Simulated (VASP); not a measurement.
## CoIr under changes of volume

One of the cells (12.962 Å³/atom); the others are scaled copies at fixed shape and fractional positions:

```xyz
2
Lattice="2.6924 0.0000 0.0000 -1.3462 2.3316 0.0000 0.0000 0.0000 4.1297" Properties=species:S:1:pos:R:3 pbc="T T T"
Ir    1.3462    0.7772    2.0648
Co    0.0000    0.0000    0.0000
```

The cell comes from a database or a generator and needn't be the stable form of this composition.

- Program: VASP 6.6.1
- Functional: PBEsol
- Potentials or basis: VASP PAW PBE potentials, release 64 (Ir, Co)
- Cutoff: 520 eV
- k mesh: 11 × 11 × 7
- Occupations: fermi-dirac, width 0.05 eV
- Spin: collinear spin, ferromagnetic start
- Starting moments: [0.6, 2.0] μB

```csv
volume (Å³/atom),energy over the lowest point (meV/atom),pressure (GPa),moment (μB per cell)
11.946,17.48,12.5,1.29
12.200,3.68,5.5,1.42
12.454,0.00,-0.3,1.59
12.962,?,?,?
13.216,35.62,-14.2,1.99
13.471,61.07,-18.0,2.09
```

Question: What does the run at 12.962 Å³/atom give?

Answer: Energy over the lowest point 16.51 meV/atom; pressure -10.0 GPa; moment 1.89 μB per cell.

Worked out: A Birch-Murnaghan fit of order 3 (a polynomial in V^(-2/3)) to the other rows has its minimum at 12.44 Å³/atom with B0 = V·E''(V) = 266 GPa and B' = 4.4 at fixed shape and positions, which overstates the stiffness. It gives 16.61 meV/atom at 12.962 Å³/atom, against the run's 16.51, and -dE/dV = -9.9 GPa, against -10.0. A parabola through the other rows of the moment, of slope 0.503 μB per Å³/atom there, gives 1.86 μB, against the run's 1.89.

Energies are extrapolated to zero smearing.

Caveats: the PAW data sets were made with another functional, which shifts forces and pressure a little.
